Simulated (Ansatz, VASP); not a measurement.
BiB in VASP and in Ansatz

File INCAR:

```
  PREC = Accurate
  ENCUT = 520
  EDIFF = 1E-8
  ISMEAR = -1
  SIGMA = 0.05
  LREAL = False
  LASPH = True
  NELM = 100
  ALGO = Normal
  ISIF = 2
  LWAVE = False
  LCHARG = False
  GGA = CA
  LEFG = True
  NBANDS = 16
```

KPOINTS

```
regular mesh
0
Gamma
  12 12 12
```

The input POSCAR:

```
BiB
1.0
    0.0000000000      2.6024212825      2.6024212825
    2.6024212825      0.0000000000      2.6024212825
    2.6024212825      2.6024212825      0.0000000000
B Bi
1 1
Direct
    0.0000000000      0.0000000000      0.0000000000
    0.5000000000      0.5000000000      0.5000000000
```

Input for Ansatz:

```yaml
crystal:
  lattice:
    - [0.0, 2.6024212825, 2.6024212825]
    - [2.6024212825, 0.0, 2.6024212825]
    - [2.6024212825, 2.6024212825, 0.0]
  atoms:
    - { symbol: B, position: [0.0, 0.0, 0.0] }
    - { symbol: Bi, position: [0.5, 0.5, 0.5] }
kpoints:
  mp_grid: { grid: [12, 12, 12] }
scf:
  occupations: { method: fermi_dirac, width: 0.05 }
hamiltonian:
  xc: lda
  pseudopotentials: { kind: paw }
output:
  forces: true
  stress: true
  eigenvalues: true
  efg: { contact_densities: true }
  write_density: true
  write_potential: true
  elf: true
  volumetric_format: npy
```

Change from the starting cell: functional lda, volume scaled by 0.96, PAW files.

Alike in both runs: task electric field gradients; functional LDA; k mesh 12 × 12 × 12; occupations fermi-dirac, width 0.05 eV; no spin polarisation.

|  | VASP | Ansatz |
| --- | --- | --- |
| version | VASP 6.6.1 | Ansatz 0.2.0 |
| potentials or method | VASP PAW LDA potentials, release 64 (B, Bi_d) | PAW with Ansatz's default frozen-core files, scalar-relativistic |
| plane-wave cutoff (eV) | 520 | 420 |
| valence electrons in the cell | 18 | 18 |

```tsv
	VASP	Ansatz	Ansatz less VASP
pressure (GPa)	-1.8	-1.9	-0.11
Vzz of the field gradient on the site that differs most (V/Å²)	0.0	0.0	0.00
```

Ansatz warned: «gradients_without_spin_orbit».

Caveats: spin-orbit coupling is left out, which moves the levels of the heavy elements.
